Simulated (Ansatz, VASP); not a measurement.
# Cross-check of NaCdCuS2 between VASP and Ansatz

One calculation is typed for both programs; each brings its own data sets and cutoff. How far apart do they land? The cell is invented: As first built, before any earlier steps moved the atoms (in the runner's words): it takes the NaLiCdS2 structure with some of its atoms replaced by other elements, volume scaled by an estimate. It may not be a known or stable phase. The cell is taken from a series of VASP runs on this material, whose earlier steps may have relaxed, scaled or displaced it; both programs get it as it stands.

Main program and level: Ansatz 0.2.0; plane waves, with VASP 6.6.1 beside it; relaxation of cell and atoms at BLYP with D3(BJ) and band structure at HSE06.

### Step 1. The starting structure

The structure is trigonal, space group P3m1 (No. 156). The conventional cell has a = 3.948 Å, b = 3.948 Å, c = 7.138 Å, α = 90.00°, β = 90.00°, γ = 120.00°. Cd has 4 S at 2.53 to 2.57 Å nearest. Cu has 3 S at 2.28 Å nearest. S has 3 Cd at 2.57 Å and 3 Na at 2.79 Å nearest. Nearest to S lie 3 Cu at 2.28 Å and 1 Cd at 2.53 Å and 3 Na at 2.91 Å. Na has 6 S at 2.79 to 2.91 Å nearest. As first built, before any earlier steps moved the atoms (in the runner's words): sites of the NaLiCdS2 structure (space group 156) filled with other elements, volume scaled by an estimate. Farther neighbours and most contacts between anions are not listed.

### Step 2. VASP: relaxation of cell and atoms, BLYP with D3(BJ)

The relaxed volume is the usual yardstick between codes: its relative difference is about their pressure difference at one cell divided by the bulk modulus.

Lines of VASP's logs that name or quote its potential files are left out, and so is its time.

The input, INCAR:

```
SYSTEM = NaCdCuS2
PREC = Accurate
ENCUT = 400
EDIFF = 1E-06
NELM = 100
ISMEAR = 0
SIGMA = 0.05
LREAL = .FALSE.
ALGO = Normal
GGA = B5
ALDAX = 1
AGGAX = 1
AGGAC = 1
ALDAC = 0
IVDW = 12
VDW_S6 = 1
VDW_S8 = 2.6996
VDW_A1 = 0.4298
VDW_A2 = 4.2359
NBANDS = 27
LORBIT = 11
LWAVE = .FALSE.
LCHARG = .FALSE.
KPAR = 2
IBRION = 2
NSW = 60
ISIF = 3
EDIFFG = -0.01
```

The input, POSCAR:

```
NaCdCuS2
1.0
    3.9477198238      0.0000000000      0.0000000000
   -1.9738599119      3.4188250788      0.0000000000
    0.0000000000      0.0000000000      7.1382958926
Cd Cu S Na
1 1 2 1
Direct
    0.0000000000      0.0000000000      0.3730254980
    0.6666666700      0.3333333300      0.7091475561
    0.6666666700      0.3333333300      0.2081446564
    0.0000000000      0.0000000000      0.7278188501
    0.3333333300      0.6666666700      0.9818644393
```

The input, KPOINTS:

```
Automatic mesh
0
Gamma
6 6 3
0 0 0
```

PAW data sets: Cd, Cu, S and Na_pv (PBE family, release 64).

The run is started by

```console
$ mpirun -np 2 vasp_std
```

Numbers of over 12 decimals in the logs are rounded to 6 here.

Log:

```text
[banner, memory and clock lines left out]
running    2 mpi-ranks, on    1 nodes
 distrk:  each k-point on    1 cores,    2 groups
 distr:  one band on    1 cores,    1 groups

 POSCAR found type information on POSCAR CdCuS Na
 POSCAR found :  4 types and       5 ions
|                                                                             |
|               ----> ADVICE to this user running VASP <----                  |
|                                                                             |
|     You enforced a specific xc type in the INCAR file but a different       |
|     [... a line on the potential file left out ...]
|     I HOPE YOU KNOW WHAT YOU ARE DOING!                                     |
|                                                                             |

 LDA part: xc-table for (Slater(with rela. corr.)+VWN5), standard interpolation
 POSCAR, INCAR and KPOINTS ok, starting setup
 FFT: planning ... GRIDC
 FFT: planning ... GRID_SOFT
 FFT: planning ... GRID
 WAVECAR not read
 entering main loop
       N       E                     dE             d eps       ncg     rms          rms(c)
DAV:   1     0.356804778308E+03    0.35680E+03   -0.17551E+04   918   0.149E+03
DAV:   2     0.177224630217E+02   -0.33908E+03   -0.32827E+03   941   0.396E+02
DAV:   3    -0.152584590713E+02   -0.32981E+02   -0.32472E+02  1151   0.132E+02
DAV:   4    -0.167268012187E+02   -0.14683E+01   -0.14613E+01  1172   0.273E+01
DAV:   5    -0.167842982338E+02   -0.57497E-01   -0.57471E-01  1311   0.513E+00    0.108E+01
DAV:   6    -0.153198683452E+02    0.14644E+01   -0.18325E+01  1417   0.627E+01    0.878E+00
DAV:   7    -0.147642820289E+02    0.55559E+00   -0.47606E+00  1292   0.536E+01    0.632E+00
DAV:   8    -0.147843388542E+02   -0.20057E-01   -0.49498E-01  1068   0.402E+00    0.243E+00
DAV:   9    -0.147766617831E+02    0.76771E-02   -0.79211E-02  1372   0.520E+00    0.344E-01
DAV:  10    -0.147763324082E+02    0.32937E-03   -0.15530E-02  1428   0.248E+00    0.147E-01
DAV:  11    -0.147764493114E+02   -0.11690E-03   -0.19904E-03  1289   0.580E-01    0.769E-02
DAV:  12    -0.147764739744E+02   -0.24663E-04   -0.57210E-04  1404   0.501E-01    0.621E-02
DAV:  13    -0.147764766138E+02   -0.26395E-05   -0.11086E-04  1412   0.197E-01    0.125E-02
DAV:  14    -0.147764795816E+02   -0.29678E-05   -0.15610E-05  1188   0.336E-02    0.555E-03
DAV:  15    -0.147764795007E+02    0.80977E-07   -0.15815E-06   894   0.131E-02
   1 F= -.18589904E+02 E0= -.18589904E+02  d E =-.185899E+02
[...]
2 F= -.18589990E+02 E0= -.18589990E+02  d E =-.857454E-04
[...]
3 F= -.18590020E+02 E0= -.18590019E+02  d E =-.115469E-03
 curvature:  -1.20 expect dE=-0.700E-04 dE for cont linesearch -0.285E-06
 trial: gam= 0.54597 g(F)=  0.193E-04 g(S)=  0.391E-04 ort =-0.527E-05 (trialstep = 0.128E+01)
 search vector abs. value=  0.874E-04
 bond charge predicted
       N       E                     dE             d eps       ncg     rms          rms(c)
DAV:   1    -0.147696752994E+02   -0.27647E-02   -0.21491E-02  1104   0.136E+00    0.113E-01
DAV:   2    -0.147696067300E+02    0.68569E-04   -0.26121E-03  1257   0.943E-01    0.603E-02
DAV:   3    -0.147695539542E+02    0.52776E-04   -0.48020E-04  1244   0.481E-01    0.395E-02
DAV:   4    -0.147695482177E+02    0.57365E-05   -0.34203E-05  1313   0.640E-02    0.252E-02
DAV:   5    -0.147695438773E+02    0.43404E-05   -0.41230E-06   980   0.343E-02    0.903E-03
DAV:   6    -0.147695429491E+02    0.92820E-06   -0.22968E-06   781   0.238E-02
   4 F= -.18590058E+02 E0= -.18590058E+02  d E =-.384140E-04
 trial-energy change:   -0.000038  1 .order   -0.000036   -0.000071   -0.000001
 step:   1.3004(harm=  1.3004)  dis= 0.00142  next Energy=   -18.590056 (dE=-0.361E-04)
 reached required accuracy - stopping structural energy minimisation
```

OUTCAR, selected parts (step 2):

```text
ion  position               nearest neighbor table
   1  0.000  0.000  0.373-   4 2.53   3 2.57   3 2.57   3 2.57
   2  0.667  0.333  0.709-   4 2.28   4 2.28   4 2.28
   3  0.667  0.333  0.208-   1 2.57   1 2.57   1 2.57   5 2.79   5 2.79   5 2.79
   4  0.000  0.000  0.728-   2 2.28   2 2.28   2 2.28   1 2.53
   5  0.333  0.667  0.982-   3 2.79   3 2.79   3 2.79

  LATTYP: Found a hexagonal cell.
 ALAT       =     3.9477198238
 C/A-ratio  =     1.8082073225

 Subroutine GETGRP returns: Found  6 space group operations
 (whereof  6 operations were pure point group operations)

The static configuration has the point symmetry C_3v.

 Found     17 irreducible k-points:

   k-points           NKPTS =     17   k-points in BZ     NKDIM =     17   number of bands    NBANDS=     27

   dimension x,y,z NGX =    28 NGY =   28 NGZ =   48
   dimension x,y,z NGXF=    56 NGYF=   56 NGZF=   96

   ENCUT  =  400.0 eV  29.40 Ry    5.42 a.u.   6.44  6.44 11.64*2*pi/ulx,y,z

   NELECT =      42.0000    total number of electrons

 k-points in reciprocal lattice and weights: Automatic mesh
   0.00000000  0.00000000  0.00000000       0.009
   0.16666667 -0.00000000  0.00000000       0.056
   0.33333333  0.00000000  0.00000000       0.056
   0.50000000  0.00000000  0.00000000       0.028
   0.16666667  0.16666667  0.00000000       0.056
   0.33333333  0.16666667  0.00000000       0.111
   0.33333333  0.33333333  0.00000000       0.019
   0.00000000  0.00000000  0.33333333       0.019
   0.16666667 -0.00000000  0.33333333       0.056
[...]
-0.16666667  0.50000000  0.33333333       0.111
   0.33333333  0.33333333  0.33333333       0.037

 Edisp (eV)   -3.82311

 average (electrostatic) potential at core
       1 -37.9755       2 -66.4043       3 -87.0511       4 -87.5296       5 -45.5019

 E-fermi :   4.6802

 k-point     1 :       0.0000    0.0000    0.0000
  band No.  band energies     occupation
    ...
     17       2.3761      2.00000
     18       2.7895      2.00000
     19       2.7895      2.00000
     20       4.5364      1.99995
     21       4.5364      1.99995
     22       4.8162      0.00012
     23       6.3851      0.00000
     24       9.3795      0.00000
     25      10.1364      0.00000
     26      10.1364      0.00000
    ...

 k-point     2 :       0.1667   -0.0000    0.0000
  band No.  band energies     occupation
    ...
     17       2.0995      2.00000
     18       2.5601      2.00000
     19       2.6741      2.00000
     20       3.5072      2.00000
     21       4.0823      2.00000
     22       5.7918      0.00000
     23       7.3254      0.00000
     24       9.1120      0.00000
     25       9.6702      0.00000
     26      10.1904      0.00000
    ...

 k-point     3 :       0.3333    0.0000    0.0000
  band No.  band energies     occupation
    ...
     17       2.0778      2.00000
     18       2.1903      2.00000
     19       2.5153      2.00000
     20       2.8974      2.00000
     21       3.3021      2.00000
     22       6.6051      0.00000
     23       7.4194      0.00000
     24       7.8942      0.00000
     25       9.4710      0.00000
     26      10.3242      0.00000
    ...

 Edisp (eV)   -3.82052

  Total       0.00858     0.00858    -0.00311     0.00000    -0.00000     0.00000
  in kB       0.14291     0.14291    -0.05176     0.00000    -0.00000     0.00000
  external pressure =        0.08 kB  Pullay stress =        0.00 kB

  energy-cutoff  :      400.00
  volume of cell :       96.18
      direct lattice vectors                 reciprocal lattice vectors
     3.944669472 -0.000000000 -0.000000000     0.253506664  0.146362166 -0.000000000
    -1.972334736  3.416183398  0.000000000     0.000000000  0.292724331 -0.000000000
     0.000000000  0.000000000  7.137213352    -0.000000000 -0.000000000  0.140110706

 POSITION                                       TOTAL-FORCE (eV/Angst)
 -----------------------------------------------------------------------------------
      0.00000      0.00000      2.66597        -0.000000     -0.000000     -0.005852
      1.97233      1.13873      5.06202         0.000000     -0.000000     -0.000243
      1.97233      1.13873      1.48123         0.000000      0.000000      0.003253
      0.00000      0.00000      5.19763        -0.000000      0.000000      0.004833
     -0.00000      2.27746      7.00479        -0.000000      0.000000     -0.001991
 -----------------------------------------------------------------------------------
    total drift:                               -0.000008     -0.000008      0.000003

  FREE ENERGIE OF THE ION-ELECTRON SYSTEM (eV)
  ---------------------------------------------------
  free  energy   TOTEN  =       -18.5900579573 eV

  energy  without entropy=      -18.5900576238  energy(sigma->0) =      -18.59005779

 reached required accuracy - stopping structural energy minimisation

 total charge
# of ion       s       p       d       tot
------------------------------------------
    1        0.429   0.318   9.573  10.320
    2        0.401   0.329   9.308  10.037
    3        1.340   2.436   0.000   3.776
    4        1.321   2.429   0.000   3.750
    5        0.058   5.992   0.000   6.050
--------------------------------------------------
tot          3.549  11.503  18.881  33.933

[... 3 further parts left out ...]
```

### Step 3. Ansatz: relaxation of cell and atoms, BLYP with D3(BJ)

Ansatz runs on its default PAW (the set named soft_2) files.

The same cell, functional (in two slightly different forms), mesh and smearing now go to Ansatz, which takes its cutoff from its data sets.

The input, input.yaml:

```yaml
crystal:
  lattice:
    - [3.9477198238, 0.0, 0.0]
    - [-1.9738599119, 3.4188250788, 0.0]
    - [0.0, 0.0, 7.1382958926]
  atoms:
    - { symbol: Cd, position: [0.0, 0.0, 0.373025498] }
    - { symbol: Cu, position: [0.66666667, 0.33333333, 0.7091475561] }
    - { symbol: S, position: [0.66666667, 0.33333333, 0.2081446564] }
    - { symbol: S, position: [0.0, 0.0, 0.7278188501] }
    - { symbol: Na, position: [0.33333333, 0.66666667, 0.9818644393] }
hamiltonian:
  xc: blyp
  pseudopotentials: { kind: paw }
  dispersion: d3bj
kpoints:
  mp_grid: { grid: [6, 6, 3] }
scf:
  occupations: { method: gaussian, width: 0.05 }
relax:
  f_tol: 0.01
  max_steps: 60
  cell: { stress_tol: 0.05 }
output:
  forces: true
  stress: true
```

The run is started by

```console
$ ansatz run input.yaml --threads 4 --pin off --max-ram 9216MiB --backend cpu --events-out ev --progress --plain --runs-dir out
```

Log:

```text
Engine: ansatz 0.2.0, aarch64-unknown-linux-gnu
Pseudopotentials: kind: paw
Pseudopotential: Cd, paw, valence charge 20, recommended cutoff 420 eV (normal), Cd.paw.azcp
Pseudopotential: Cu, paw, valence charge 19, recommended cutoff 420 eV (normal), Cu.paw.azcp
Pseudopotential: S, paw, valence charge 6, recommended cutoff 420 eV (normal), S.paw.azcp
Pseudopotential: Na, paw, valence charge 9, recommended cutoff 420 eV (normal), Na.paw.azcp
Functional definition: BLYP
  parameter beta = 0.0042
  parameter a = 0.04918
  parameter b = 0.132
  parameter c = 0.2533
  parameter d = 0.349
  exchange = b88_x(beta = beta)
  correlation = lyp_c(a = a, b = b, c = c, d = d)
Crystal: 5 atoms, lattice volume = 96.342 Å³
Basis set: ecut = 420 eV, 1907 PW (Γ), exchange–correlation on 54×54×96 points (8 copies of the dense FFT grid, shifted against one another)
Bands: 36, of which v1, the nominal top of the filled ones, is band 30 counted from 1 (29 counted from 0)
Symmetry: 6 space group operations
Space group: P3m1 (ITA 156), of the structure as read, at distance tolerance 4.6e-5 Å
k-points: 17 of 108 (time reversal used)
Non-local potential: Cd, projectors of the file, l = 0: 3, l = 1: 2, l = 2: 2, l = 3: 1
Non-local potential: Cu, projectors of the file, l = 0: 3, l = 1: 2, l = 2: 3, l = 3: 1
Non-local potential: S, projectors of the file, l = 0: 2, l = 1: 2, l = 2: 2
Non-local potential: Na, projectors of the file, l = 0: 3, l = 1: 2, l = 2: 1
PAW form: soft (Blöchl's): semilocal exchange-correlation on the pseudo side does not see the compensation charge
PAW frozen core: Cd, regenerated for the run's functional, and the local potential with it (the file was generated under x = pbe(κ = 0.804, μ = 0.219515), c = pbe(β = 0.066725))
PAW frozen core: Cu, regenerated for the run's functional, and the local potential with it (the file was generated under x = pbe(κ = 0.804, μ = 0.219515), c = pbe(β = 0.066725))
PAW frozen core: S, regenerated for the run's functional, and the local potential with it (the file was generated under x = pbe(κ = 0.804, μ = 0.219515), c = pbe(β = 0.066725))
PAW frozen core: Na, regenerated for the run's functional, and the local potential with it (the file was generated under x = pbe(κ = 0.804, μ = 0.219515), c = pbe(β = 0.066725))
PAW one-centre angular grid: Cd, 590 points (default); XC on 64 Gauss nodes
PAW one-centre angular grid: Cu, 590 points (default); XC on 64 Gauss nodes
PAW one-centre angular grid: S, 110 points (default); XC on 64 Gauss nodes
PAW one-centre angular grid: Na, 110 points (default); XC on 96 Gauss nodes
Initial density: superposition of atomic densities (neutral atoms: chi_scale 0, normalization atom), corrected by the library's trained network
Initial wavefunctions: pseudopotential atomic-orbital guess
Functional: x = b88, c = lyp
SCF iter   1: F=—  HF=-18214.095671 eV  |F-HF|=—  |Δ(HF+E_count)|=         —  Δρ=8.07e-3  dr2=9.42e-2  ethr=1.77e-3  ⟨swp⟩=6.4  Hψ=2406  notcnv=0
preconditioner: auto → Resta (q_TF=auto, 2.521 Å⁻¹)  ε∞=4.7  [insulator: Δε(μ)=0.441 eV  Ē_g=12.700 eV  σ=0.050 eV  W_gap=1.00  n_scr=22 (ndim 8)  ℏωp=24.5 eV  f_vac=0.046  D(μ)=0.00/eV (n_scr^D=0)  ε∞_Penn≈4.7]
SCF iter   2: F=—  HF=-18214.075130 eV  |F-HF|=—  |Δ(HF+E_count)|=   2.05e-2  Δρ=4.65e-3  dr2=1.65e-2  ethr=1.57e-4  ⟨swp⟩=2.0  Hψ=984  notcnv=0  defer=28
SCF iter   3: F=—  HF=-18214.073785 eV  |F-HF|=—  |Δ(HF+E_count)|=   1.35e-3  Δρ=4.54e-3  dr2=1.76e-2  ethr=2.74e-5  ⟨swp⟩=2.1  Hψ=1170  notcnv=0  defer=28
SCF iter   4: F=—  HF=-18214.069968 eV  |F-HF|=—  |Δ(HF+E_count)|=   3.82e-3  Δρ=9.35e-4  dr2=1.18e-3  ethr=2.74e-5  ⟨swp⟩=2.1  Hψ=812  notcnv=0  defer=28
SCF iter   5: F=—  HF=-18214.069825 eV  |F-HF|=—  |Δ(HF+E_count)|=   1.43e-4  Δρ=4.87e-4  dr2=1.64e-4  ethr=1.97e-6  ⟨swp⟩=2.0  Hψ=933  notcnv=0  defer=28
SCF iter   6: F=—  HF=-18214.069825 eV  |F-HF|=—  |Δ(HF+E_count)|=   5.39e-7  Δρ=1.07e-4  dr2=9.58e-6  ethr=2.73e-7  ⟨swp⟩=2.0  Hψ=848  notcnv=0  defer=28
SCF iter   7: F=—  HF=-18214.069792 eV  |F-HF|=—  |Δ(HF+E_count)|=   3.33e-5  Δρ=7.44e-5  dr2=3.56e-6  ethr=1.60e-8  ⟨swp⟩=2.0  Hψ=1060  notcnv=0  defer=28
SCF iter   8: F=—  HF=-18214.069792 eV  |F-HF|=—  |Δ(HF+E_count)|=   5.08e-7  Δρ=1.73e-5  dr2=3.00e-7  ethr=5.93e-9  ⟨swp⟩=2.0  Hψ=770  notcnv=0  defer=28
SCF iter   9: F=-18214.069792 eV  HF=-18214.069792 eV  |F-HF|=1.87e-8  |Δ(HF+E_count)|=   1.05e-8  Δρ=9.08e-6  dr2=6.29e-8  ethr=1.67e-10  ⟨swp⟩=4.0  Hψ=2047  notcnv=0
SCF 1 converged in 9 iterations: F = -18214.069792 eV  dr2 = 6.29e-8
  greatest PAW one-centre occupation: 1.000 electrons in one spin orbital (limit 2), on the Cd atom at site 0 (counted from 0), in its partial waves of l = 0
relax step   1: F+E_penalty+E_count = -18214.06979209 eV  Δ(F+E_penalty+E_count) = +0.000e0 eV  max|allowed force component| = 2.978e-2 eV/Å  Δτ_max = 0.0000 Å  P = +0.013 GPa  Ω = 96.342 Å³  (9 SCF iters, dr2 threshold 1.00e-7 eV, accepted)
[...]
relax step   2: F+E_penalty+E_count = -18214.07002550 eV  Δ(F+E_penalty+E_count) = -2.334e-4 eV  max|allowed force component| = 1.227e-2 eV/Å  Δτ_max = 0.0063 Å  P = -0.013 GPa  Ω = 96.524 Å³  energy of the carried Pulay correction = -3.434e-5 eV  (6 SCF iters, dr2 threshold 5.54e-8 eV, accepted)
[...]
relax step   3: F+E_penalty+E_count = -18214.07006176 eV  Δ(F+E_penalty+E_count) = -3.626e-5 eV  max|allowed force component| = 4.635e-3 eV/Å  Δτ_max = 0.0018 Å  P = -0.010 GPa  Ω = 96.537 Å³  energy of the carried Pulay correction = -3.679e-5 eV  (5 SCF iters, dr2 threshold 9.41e-9 eV, accepted)
[...]
relax step   4: F+E_penalty+E_count = -18214.07007739 eV  Δ(F+E_penalty+E_count) = -1.563e-5 eV  max|allowed force component| = 4.646e-3 eV/Å  Δτ_max = 0.0000 Å  P = -0.009 GPa  Ω = 96.537 Å³  stress off target by 1.79e-2 GPa  SCF on the basis re-selected at this cell (its energy is not comparable with the rows above)  (6 SCF iters)
basis re-selected at this cell: Δ(F+E_penalty+E_count) = -1.563e-5 eV, ΔP = +0.000 GPa vs the last step (what re-selecting the basis moved, of the pressure what is left beyond the Pulay correction that the steps carried, after the strain that the cell walked since its last selection, with what the two solves' SCF thresholds leave and, on support functions, any second-order correction that the steps lacked; it is no m [...]
SCF converged after 6 iterations
Free energy (F): -18214.070077 eV
Harris-Foulkes:  -18214.070077 eV  (|F-HF|=1.13e-10)
Internal energy: -18214.070075 eV  (E = F + TS)
E sigma→0 (E₀):  -18214.070076 eV
Entropy (-TS):   -0.000003 eV (-0.001 meV/atom)
Fermi energy:    9.427240 eV
--- Per-component energies (eV) ---
  E_band       = -1136.514185
  E_kinetic    = 1146.550765
  E_local      = -10866.367570  (includes V_loc(G=0)·N_el)
  E_nonlocal   = 595.319205
  E_hartree    = 4796.691315
  E_xc         = -495.652097
  E_vxc        = -554.461385  (∫ρ·V_xc dr)
  E_paw        = -7260.672860  (= ΣΔE_a)
  E_vpaw       = -1050.938459  (= ΣTr[D̂ρ^β])
  E_aug_tail   = 0.000237  (compensation charges beyond the density's cutoff)
  E_ewald      = -6126.251903
  E_disp       = -3.806195  (pairwise vdW)
  E_core_change = 0.119029  (= ΣΔE_core)
  E_smearing   = -0.000003  (= −TS)
  E_closure    = 0.000000  (closes the sum)
  Σ components = -18214.070077   (vs F -18214.070077, Δ=0.00e0)
--- Forces (eV/Å), atoms counted from 1 ---
  atom   1  Cd    -0.00000000     0.00000000    -0.00305230
  atom   2  Cu     0.00000000     0.00000000     0.00464330
  atom   3  S      0.00000000    -0.00000000    -0.00073743
  atom   4  S     -0.00000000     0.00000000    -0.00215052
  atom   5  Na     0.00000000     0.00000000     0.00128375
  max |Σ_I F_I| component: 1.32e-5 eV/Å
--- Stress (GPa, compression-positive) ---
       -0.017932       0.000000       0.000000
        0.000000      -0.017932      -0.000000
        0.000000      -0.000000       0.007665
  P = ⅓ Tr σ = -0.0094 GPa (-0.094 kbar)
--- Relaxed structure (3 steps of the walk, 3 accepted, 1 SCFs on fresh bases) ---
  F+E_penalty+E_count = -18214.07007739 eV   max|allowed force component| = 4.646e-3 eV/Å   (the final SCF, on the basis selected at the relaxed cell)
  cell:  # Å, volume = 96.5371 Å³
    - [3.945565, 0, 1.3004190927201435e-18]
    - [-1.972783, 3.416960, -6.502095463600714e-19]
    - [2.3514275237412498e-18, 0.0, 7.160534]
  atoms:
    - { symbol: Cd, position: [1.7879467252577753e-17, -3.7007434119706026e-17, 0.373525] }
    - { symbol: Cu, position: [0.666667, 0.333333, 0.709033] }
    - { symbol: S, position: [0.666667, 0.333333, 0.208922] }
    - { symbol: S, position: [1.7574426233459783e-17, -3.7007434119706026e-17, 0.727003] }
    - { symbol: Na, position: [0.333333, 0.666667, 0.981518] }
```

Elapsed: 5.6 s, on 4 threads of Arm Neoverse V1, shared host; peak memory 0.42 GiB; 20 s of CPU time.

[end of part 1 of 2]

[Lines on the potential files, build, host, timing and source positions are cut from VASP's logs without a mark.]

[Logs are printed without paths, hosts, clocks, repeated set-up lines and the standing remarks that a program may print on its own settings, such as how far it seeks lower states.]

[Hosts, paths, dates, database ids (printed as entryN), source tags and the programs' standing remarks are cut or masked in the printed files.]
